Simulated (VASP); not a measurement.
Crystal: SiAu3.

```xyz
4
Lattice="0.0000 3.2857 3.2857 3.2857 0.0000 3.2857 3.2857 3.2857 0.0000" Properties=species:S:1:pos:R:3 pbc="T T T"
Au    3.2857    3.2857    3.2857
Au    4.9286    4.9286    4.9286
Au    1.6429    1.6429    1.6429
Si    0.0000    0.0000    0.0000
```

The cell comes from a database or a generator and needn't be the stable form of this composition.

Base run:

* Program: VASP 6.6.1
* Functional: PBE
* Potentials or basis: VASP PAW PBE potentials, release 64 (Au, Si)
* Cutoff: 520 eV
* k mesh: 7 × 7 × 7
* Occupations: fermi-dirac, width 0.05 eV
* Spin: no spin polarisation

Its results: band gap on the k mesh none (metal or under the smearing width); pressure -1.3 GPa.

Problem. The run is repeated on the same cell with these changes: functional from PBE to PBEsol; occupations from fermi-dirac, width 0.05 eV to gaussian, width 0.05 eV. What comes out?

Solution. Band gap on the k mesh none (metal or under the smearing width); pressure -7.8 GPa.

Caveats: the PAW data sets were made with another functional, which shifts forces and pressure a little (some runs).

Not every run made on this cell is shown here.
